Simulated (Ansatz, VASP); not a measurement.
## RbH57SO32: VASP beside Ansatz

Wanted: the spread between two codes on one cell, functional and k mesh. The cell is taken from a series of runs on this material, whose earlier steps may have relaxed, scaled, displaced or heated it; both programs get it as it stands.

Calculated with Ansatz 0.2.0; plane waves, with VASP 6.6.1 beside it; single point at PBEsol.

## 1. Starting point

The cell holds 182 atoms: 64 O, 2 S, 114 H and 2 Rb. Cell: a = 12.267 Å, b = 12.267 Å, c = 12.267 Å, α = 90.0°, β = 90.0°, γ = 90.0°.

## 2. Ansatz: single point, PBEsol

Ansatz runs on its default PAW (the set named soft_2) files.

A single point gives forces, pressure and levels at one fixed geometry, so differences don't come from the geometry; what else differs is listed under the comparison.

Input file input.yaml:

```yaml
crystal:
  lattice:
    - [12.26673, 0.0, 0.0]
    - [0.0, 12.26673, 0.0]
    - [0.0, 0.0, 12.26673]
  atoms:
    - { symbol: O, position: [0.80552, 0.17125, 0.43188] }
    - { symbol: S, position: [0.72784, 0.26598, 0.47818] }
    - { symbol: O, position: [0.73046, 0.35132, 0.39549] }
    - { symbol: O, position: [0.78603, 0.2978, 0.57599] }
    - { symbol: O, position: [0.62891, 0.20667, 0.50523] }
    - { symbol: H, position: [0.83396, 0.19284, 0.36377] }
    - { symbol: O, position: [0.81477, 0.68954, 0.79492] }
    - { symbol: S, position: [0.86989, 0.71896, 0.67809] }
    - { symbol: O, position: [0.97745, 0.67375, 0.69211] }
    - { symbol: O, position: [0.86611, 0.83667, 0.67632] }
    - { symbol: O, position: [0.79716, 0.66811, 0.5978] }
    - { symbol: H, position: [0.87137, 0.64668, 0.82831] }
    - { symbol: O, position: [0.7425, 0.80249, 0.33246] }
    - { symbol: H, position: [0.70347, 0.83456, 0.26847] }
    - { symbol: H, position: [0.7639, 0.86204, 0.38386] }
    - { symbol: O, position: [0.01893, 0.43157, 0.3401] }
    - { symbol: H, position: [0.01186, 0.35112, 0.3512] }
    - { symbol: H, position: [0.96088, 0.47005, 0.38246] }
    - { symbol: O, position: [0.61456, 0.0153, 0.59061] }
    - { symbol: H, position: [0.6496, 0.97187, 0.53118] }
    - { symbol: H, position: [0.59585, 0.08954, 0.5626] }
    - { symbol: O, position: [0.87651, 0.52318, 0.47278] }
    - { symbol: H, position: [0.82509, 0.47917, 0.42734] }
    - { symbol: H, position: [0.83548, 0.58293, 0.51008] }
    - { symbol: O, position: [0.02208, 0.69455, 0.43303] }
    - { symbol: H, position: [0.98402, 0.68302, 0.36186] }
    - { symbol: H, position: [0.00784, 0.77032, 0.4595] }
    - { symbol: O, position: [0.46356, 0.9185, 0.74476] }
    - { symbol: H, position: [0.51184, 0.94231, 0.68355] }
    - { symbol: H, position: [0.41543, 0.9804, 0.76707] }
[... 146 atom lines left out ...]
    - { symbol: H, position: [0.93192, 0.21777, 0.18672] }
    - { symbol: O, position: [0.76761, 0.88804, 0.94996] }
    - { symbol: H, position: [0.77557, 0.81708, 0.91061] }
    - { symbol: H, position: [0.82547, 0.93968, 0.92485] }
    - { symbol: Rb, position: [0.18956, 0.6626, 0.94044] }
    - { symbol: Rb, position: [0.10914, 0.53246, 0.57899] }
kpoints:
  mp_grid: { grid: [1, 1, 1] }
hamiltonian:
  xc: pbesol
scf:
  occupations: { method: fixed }
output:
  forces: true
  stress: true
  populations: true
  dos:
    method: { smearing: { sigma: 0.08 } }
    de: 0.1
    projected: { site_lists: { H: [H], O: [O], Rb: [Rb], S: [S] } }
  eigenvalues: true
  write_density: true
  write_potential: true
  volumetric_format: npy
```

Command:

```
$ ansatz run input.yaml --threads 8 --pin off --max-ram 15872MiB --backend cpu --events-out ev --progress --plain --runs-dir out
```

Numbers of over 12 decimals in the logs are rounded to 6 here.

Log:

```text
Engine: ansatz 0.2.0, aarch64-unknown-linux-gnu
Pseudopotentials: kind: paw
Pseudopotential: O, paw, valence charge 6, recommended cutoff 420 eV (normal), O.paw.azcp
Pseudopotential: S, paw, valence charge 6, recommended cutoff 420 eV (normal), S.paw.azcp
Pseudopotential: H, paw, valence charge 1, recommended cutoff 420 eV (normal), H.paw.azcp
Pseudopotential: Rb, paw, valence charge 9, recommended cutoff 420 eV (normal), Rb.paw.azcp
Functional definition: PBEsol
  exchange = pbesol_x
  correlation = pbesol_c
Crystal: 182 atoms, lattice volume = 1845.808 Å³
Basis set: ecut = 420 eV, 36137 PW (Γ), exchange–correlation on 180×180×180 points (8 copies of the dense FFT grid, shifted against one another)
Bands: 446, of which v1, the nominal top of the filled ones, is band 264 counted from 1 (263 counted from 0)
Symmetry: 1 space group operations
Space group: P1 (ITA 1), of the structure as read, at distance tolerance 1.2e-4 Å
k-points: 1
Non-local potential: O, projectors of the file, l = 0: 2, l = 1: 2, l = 2: 1
Non-local potential: S, projectors of the file, l = 0: 2, l = 1: 2, l = 2: 2
Non-local potential: H, projectors of the file, l = 0: 2, l = 1: 1
Non-local potential: Rb, projectors of the file, l = 0: 3, l = 1: 2, l = 2: 2
PAW form: soft (Blöchl's): semilocal exchange-correlation on the pseudo side does not see the compensation charge
PAW frozen core: O, regenerated for the run's functional, and the local potential with it (the file was generated under x = pbe(κ = 0.804, μ = 0.219515), c = pbe(β = 0.066725))
PAW frozen core: S, regenerated for the run's functional, and the local potential with it (the file was generated under x = pbe(κ = 0.804, μ = 0.219515), c = pbe(β = 0.066725))
PAW frozen core: Rb, regenerated for the run's functional, and the local potential with it (the file was generated under x = pbe(κ = 0.804, μ = 0.219515), c = pbe(β = 0.066725))
PAW one-centre angular grid: O, 110 points (default); XC on 64 Gauss nodes
PAW one-centre angular grid: S, 110 points (default); XC on 64 Gauss nodes
PAW one-centre angular grid: H, 110 points (default); XC on 64 Gauss nodes
PAW one-centre angular grid: Rb, 110 points (default); XC on 64 Gauss nodes
Initial density: superposition of atomic densities (neutral atoms: chi_scale 0, normalization atom), corrected by the library's trained network
Initial wavefunctions: pseudopotential atomic-orbital guess
Functional: x = pbesol(κ = 0.804, μ = 0.123457), c = pbesol(β = 0.046)
SCF iter   1: F=—  HF=-45905.893284 eV  |F-HF|=—  |Δ(HF+E_count)|=         —  Δρ=6.47e-3  dr2=5.92e-1  ethr=1.77e-3  ⟨swp⟩=5.0  Hψ=1747  notcnv=0  defer=178
preconditioner: auto → Resta (q_TF=auto, 2.215 Å⁻¹)  ε∞=2.3  [insulator: Δε(μ)=3.929 eV  Ē_g=17.438 eV  n_scr=340 (ndim 8)  ℏωp=19.7 eV  f_vac=0.257  ε∞_Penn≈2.3]
SCF iter   2: F=—  HF=-45905.695880 eV  |F-HF|=—  |Δ(HF+E_count)|=   1.97e-1  Δρ=2.27e-3  dr2=7.87e-2  ethr=1.12e-4  ⟨swp⟩=2.0  Hψ=771  notcnv=0  defer=180
SCF iter   3: F=—  HF=-45905.680340 eV  |F-HF|=—  |Δ(HF+E_count)|=   1.55e-2  Δρ=1.02e-3  dr2=2.20e-2  ethr=1.49e-5  ⟨swp⟩=3.0  Hψ=475  notcnv=0  defer=180
SCF iter   4: F=—  HF=-45905.679422 eV  |F-HF|=—  |Δ(HF+E_count)|=   9.18e-4  Δρ=3.29e-4  dr2=1.95e-3  ethr=4.16e-6  ⟨swp⟩=3.0  Hψ=472  notcnv=0  defer=180
SCF iter   5: F=—  HF=-45905.679558 eV  |F-HF|=—  |Δ(HF+E_count)|=   1.37e-4  Δρ=1.86e-4  dr2=5.42e-4  ethr=3.69e-7  ⟨swp⟩=3.0  Hψ=585  notcnv=0  defer=180
SCF iter   6: F=—  HF=-45905.679603 eV  |F-HF|=—  |Δ(HF+E_count)|=   4.44e-5  Δρ=4.75e-5  dr2=4.61e-5  ethr=1.03e-7  ⟨swp⟩=2.0  Hψ=535  notcnv=0  defer=179
SCF iter   7: F=—  HF=-45905.683150 eV  |F-HF|=—  |Δ(HF+E_count)|=   3.55e-3  Δρ=2.32e-5  dr2=9.35e-6  ethr=8.74e-9  ⟨swp⟩=2.0  Hψ=710  notcnv=0  defer=177
SCF iter   8: F=—  HF=-45905.683153 eV  |F-HF|=—  |Δ(HF+E_count)|=   3.10e-6  Δρ=7.14e-6  dr2=8.31e-7  ethr=1.77e-9  ⟨swp⟩=3.0  Hψ=578  notcnv=0  defer=177
SCF iter   9: F=—  HF=-45905.683155 eV  |F-HF|=—  |Δ(HF+E_count)|=   1.47e-6  Δρ=3.04e-6  dr2=1.57e-7  ethr=1.57e-10  ⟨swp⟩=2.0  Hψ=535  notcnv=0  defer=177
SCF iter  10: F=-45905.683155 eV  HF=-45905.683155 eV  |F-HF|=2.04e-10  |Δ(HF+E_count)|=   1.06e-7  Δρ=1.50e-6  dr2=3.76e-8  ethr=1.89e-11  ⟨swp⟩=23.0  Hψ=4620  notcnv=0
SCF 1 converged in 10 iterations: F = -45905.683155 eV  dr2 = 3.76e-8
  greatest PAW one-centre occupation: 0.973 electrons in one spin orbital (limit 2), on the Rb atom at site 181 (counted from 0), in its partial waves of l = 0
[...]
--- Stress (GPa, compression-positive) ---
       -1.468644      -0.352694       0.465406
       -0.352694      -1.335269      -0.823452
        0.465406      -0.823452      -1.092206
  P = ⅓ Tr σ = -1.2987 GPa (-12.987 kbar)
--- Band table (eV) ---
  k-point 0: bands = [... 260 lower, -1.6478, -1.5946, -1.5222, -1.4133, 2.4029, 3.4930, 3.6140, 3.6457, ... 178 higher]
--- Löwdin populations: 182 sites ---
  site symbol       q [e]
     0      O      6.6676
     1      S      3.5239
     2      O      6.6791
     3      O      6.7213
     4      O      6.7129
     5      H      0.5762
     6      O      6.6631
     7      S      3.5238
     8      O      6.7129
     9      O      6.7244
    10      O      6.7056
    11      H      0.5867
    12      O      6.6639
    13      H      0.6164
    14      H      0.6196
    15      O      6.6497
    16      H      0.6044
    17      H      0.6175
    18      O      6.6657
    19      H      0.6100
    20      H      0.6277
    21      O      6.6989
    22      H      0.6247
    23      H      0.6212
[...]
174      O      6.7207
   175      H      0.6270
   176      H      0.6019
   177      O      6.7015
   178      H      0.6031
   179      H      0.6142
   180     Rb      8.1465
   181     Rb      8.1481
  spilling = 0.011648 (of n_electrons = 528.000000)
```

## 3. VASP: single point, PBEsol

The same cell, functional and mesh now go to VASP, with its own data sets.

Lines of VASP's logs that name or quote its potential files are left out, and so is its time.

Input file INCAR:

```
SYSTEM = RbH57SO32
PREC = Accurate
ENCUT = 600
EDIFF = 1E-06
NELM = 120
ISMEAR = 0
SIGMA = 0.01
LREAL = Auto
ALGO = Normal
GGA = PS
NBANDS = 391
LORBIT = 11
LWAVE = .FALSE.
LCHARG = .FALSE.
ISIF = 2
LASPH = .TRUE.
GGA_COMPAT = .FALSE.
EFERMI = MIDGAP
```

Input file POSCAR:

```
RbH57SO32
1.0
   12.2667300000      0.0000000000      0.0000000000
    0.0000000000     12.2667300000      0.0000000000
    0.0000000000      0.0000000000     12.2667300000
O S H Rb
64 2 114 2
Direct
    0.8055200000      0.1712500000      0.4318800000
    0.7304600000      0.3513200000      0.3954900000
    0.7860300000      0.2978000000      0.5759900000
    0.6289100000      0.2066700000      0.5052300000
    0.8147700000      0.6895400000      0.7949200000
    0.9774500000      0.6737500000      0.6921100000
    0.8661100000      0.8366700000      0.6763200000
    0.7971600000      0.6681100000      0.5978000000
    0.7425000000      0.8024900000      0.3324600000
    0.0189300000      0.4315700000      0.3401000000
    0.6145600000      0.0153000000      0.5906100000
    0.8765100000      0.5231800000      0.4727800000
    0.0220800000      0.6945500000      0.4330300000
    0.4635600000      0.9185000000      0.7447600000
    0.4411400000      0.8226200000      0.1485600000
    0.2224000000      0.7829800000      0.2509100000
    0.0372000000      0.4306500000      0.1266100000
    0.1537800000      0.1871100000      0.2940400000
    0.7767900000      0.1427600000      0.7168600000
    0.2145600000      0.4243300000      0.9513300000
    0.0085400000      0.3254500000      0.6036500000
    0.0224700000      0.2200200000      0.0237500000
    0.2126100000      0.1725200000      0.9282600000
    0.1565400000      0.9885500000      0.2092100000
    0.0577100000      0.9789300000      0.0161700000
    0.8071800000      0.9326900000      0.4977500000
    0.2185500000      0.5784500000      0.1522000000
    0.4941200000      0.1315800000      0.3322500000
    0.4365900000      0.7100400000      0.7395800000
    0.3147500000      0.0883100000      0.7540900000
[... 146 atom lines left out ...]
    0.0289700000      0.1987600000      0.2758300000
    0.9319200000      0.2177700000      0.1867200000
    0.7755700000      0.8170800000      0.9106100000
    0.8254700000      0.9396800000      0.9248500000
    0.1895600000      0.6626000000      0.9404400000
    0.1091400000      0.5324600000      0.5789900000
```

Input file KPOINTS:

```
Automatic mesh
0
Gamma
1 1 1
0 0 0
```

Potentials, in the order of the species: O, S, H and Rb_sv (PBE family, release 64).

Command:

```
$ export OMP_NUM_THREADS=3
$ mpirun -np 1 vasp_gam
```

Log:

```text
[banner, memory and clock lines left out]
running    1 mpi-ranks, on    1 nodes
[...]
Offloading initialized ...    1 GPUs detected
[...]
|                                                                             |
|               ----> ADVICE to this user running VASP <----                  |
|                                                                             |
|     You enforced a specific xc type in the INCAR file but a different       |
|     [... a line on the potential file left out ...]
|     I HOPE YOU KNOW WHAT YOU ARE DOING!                                     |
|                                                                             |

 LDA part: xc-table for (Slater+PW92), standard interpolation
 POSCAR, INCAR and KPOINTS ok, starting setup
[...]
entering main loop
       N       E                     dE             d eps       ncg     rms          rms(c)
DAV:   1     0.473780623682E+04    0.47378E+04   -0.31258E+05   798   0.142E+03
DAV:   2    -0.468082008199E+03   -0.52059E+04   -0.49403E+04   973   0.331E+02
DAV:   3    -0.982247246876E+03   -0.51417E+03   -0.51009E+03   972   0.107E+02
DAV:   4    -0.992689201496E+03   -0.10442E+02   -0.10402E+02   964   0.160E+01
[...]
DAV:  18    -0.906131898484E+03   -0.51332E-05   -0.45812E-05   852   0.139E-02    0.784E-03
DAV:  19    -0.906131900455E+03   -0.19702E-05   -0.94184E-06   908   0.958E-03    0.533E-03
DAV:  20    -0.906131900395E+03    0.59808E-07   -0.59108E-06   916   0.633E-03
   1 F= -.90613190E+03 E0= -.90613190E+03  d E =0.000000E+00
```

Parts of OUTCAR (step 3):

```text
  FREE ENERGIE OF THE ION-ELECTRON SYSTEM (eV)
  ---------------------------------------------------
  free  energy   TOTEN  =      -906.1319003948 eV

  energy  without entropy=     -906.1319003948  energy(sigma->0) =     -906.13190039
```

The run ends at a pressure of -1.41 GPa, with forces up to 3.4 eV/Å.

## 4. Differences

Known differences besides the potentials themselves: fixed occupations in Ansatz, narrow Gaussian smearing in VASP; the cutoff is 420 eV in Ansatz and 600 eV in VASP (PREC = Accurate, projectors in real space); Ansatz makes its cores anew for this functional, VASP keeps those of its PBE data sets. Total energies have different zeros and are not compared.

Compared:

| quantity | Ansatz | VASP | difference |
| --- | --- | --- | --- |
| pressure (GPa) | -1.30 | -1.41 | +0.12 |
| gap on the k mesh (eV) | 3.816 | 3.783 | +0.033 |

Forces on 9 of the 182 atoms, those with the largest forces and the largest differences (eV/Å; atoms numbered as in POSCAR):

| atom | Ansatz x, y, z | VASP x, y, z |
| --- | --- | --- |
| O1 | -1.766, -0.333, 1.993 | -1.874, -0.328, 2.157 |
| O6 | -0.689, -0.751, -0.727 | -0.885, -0.636, -0.750 |
| O7 | 0.168, 1.324, -0.437 | 0.166, 1.120, -0.445 |
| O63 | -1.513, 0.056, -0.656 | -1.568, 0.060, -0.603 |
| S65 | 2.782, -1.929, 0.241 | 2.724, -1.884, 0.347 |
| S66 | -1.645, -1.216, 1.295 | -1.532, -1.156, 1.227 |
| H67 | 1.710, 0.486, -2.634 | 1.821, 0.508, -2.821 |
| H68 | 1.028, -1.171, 1.109 | 1.136, -1.271, 1.209 |
| H134 | -1.240, 0.839, 0.686 | -1.151, 0.813, 0.641 |

The forces differ by 59 meV/Å r.m.s., which is 10.6 % of the r.m.s. force of 0.555 eV/Å (both taken over all components). A gap on the mesh is an upper bound, since the band edges may lie between its points.

## 5. Outcome

- r.m.s. force difference (single point, PBEsol): 11 % of the r.m.s. force

In words: The r.m.s. force difference is 11 % of the r.m.s. force (single point, PBEsol), beyond the 3 % picked in this series as the mark of a large difference. What causes the difference of the single point, PBEsol pair stays open here. How closely two codes agree says nothing of how well the functional describes the real material.

[Lines on the potential files, build, host, timing and source positions are cut from VASP's logs without a mark.]

[Logs are printed without paths, hosts, clocks, repeated set-up lines and the standing remarks that a program may print on its own settings, such as how far it seeks lower states.]

[Hosts, paths, dates, database ids (printed as entryN), source tags and the programs' standing remarks are cut or masked in the printed files.]
